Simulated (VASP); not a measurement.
Here is the system:

```
CELL_PARAMETERS angstrom
      0.00000     2.39321     2.39321
      2.39321     0.00000     2.39321
      2.39321     2.39321     0.00000
ATOMIC_POSITIONS crystal
  B  0.00000 0.00000 0.00000
  As 0.25000 0.25000 0.25000
```

Level of theory: r2SCAN meta-GGA, VASP's PBE PAW potentials (set 64) (plane waves; VASP). Run with 600 eV cut-off, 10×10×10 Γ-centred mesh, Gaussian smearing of 0.050 eV, potentials B As.

**Question.** Predict the energy per atom (σ→0).

**Answer.** 
```yaml
energy per atom (σ→0): -11.129 eV/atom
```

The compound is BAs in the zinc blende structure. It was relaxed first.
